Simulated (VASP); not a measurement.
VASP input:

### POSCAR
```
TePb2Se
1
    2.2628833672     1.3064765357     7.3834731297
   -2.2628833672     1.3064765357     7.3834731297
    0.0000000000    -2.6129530715     7.3834731297
Te Pb Se
1 2 1
Direct
  0.5000000000   0.5000000000   0.5000000000
  0.7447644416   0.7447644416   0.7447644416
  0.2552355584   0.2552355584   0.2552355584
  1.0000000000   1.0000000000   1.0000000000
```

**INCAR**
```
SYSTEM = TePb2Se
PREC = Accurate; ENCUT = 400; LREAL = .False.
LASPH = .True.
EDIFF = 1E-6; NELM = 100; ALGO = Normal
LMAXMIX = 4
ISMEAR = 0; SIGMA = 0.05
GGA = PE
IBRION = 2; NSW = 60; ISIF = 3
EDIFFG = -0.02
LWAVE = .False.; LCHARG = .False.
```

**KPOINTS**
```
Automatic mesh
0
Gamma
5 5 5
0 0 0
```

POTCAR, in this order: Te Pb_d Se (PBE.64 set). Program: vasp_std.

Q: Translate this PBE calculation to Quantum ESPRESSO's pw.x.

A: One equivalent input (not run):
```
&CONTROL
  calculation = 'vc-relax'
  pseudo_dir = './pseudo'
  outdir = './out'
  tprnfor = .true.
  tstress = .true.
  nstep = 60
  forc_conv_thr = 0.00078
/
&SYSTEM
  ibrav = 0
  nat = 4
  ntyp = 3
  ecutwfc = 86
  occupations = 'smearing'
  smearing = 'gaussian'
  degauss = 0.003675
  input_dft = 'pbe'
/
&ELECTRONS
  conv_thr = 7.3e-08
  electron_maxstep = 100
/
&IONS
/
&CELL
/
ATOMIC_SPECIES
  Te 127.600 Te.upf
  Pb 207.200 Pb.upf
  Se 78.971 Se.upf
CELL_PARAMETERS angstrom
     2.2628834    1.3064765    7.3834731
    -2.2628834    1.3064765    7.3834731
     0.0000000   -2.6129531    7.3834731
ATOMIC_POSITIONS crystal
  Te   0.5000000  0.5000000  0.5000000
  Pb   0.7447644  0.7447644  0.7447644
  Pb   0.2552356  0.2552356  0.2552356
  Se   1.0000000  1.0000000  1.0000000
K_POINTS automatic
  5 5 5 0 0 0
```
Limits of the translation: the potentials are each code's own (VASP's PAW set, PseudoDojo norm-conserving files in pw.x), so ENCUT and ecutwfc are chosen apart and not converted; conv_thr bounds pw.x's estimated SCF error, while EDIFF bounds the energy change between steps; forc_conv_thr acts on force components and is met together with etot_conv_thr.

The structure comes from a computed database's TePb2Se entry (R-3m); how it stands against other phases isn't given here. This run relaxes it. Symmetry was kept, so distortions that lower it aren't found. The start is the result of an earlier pass.
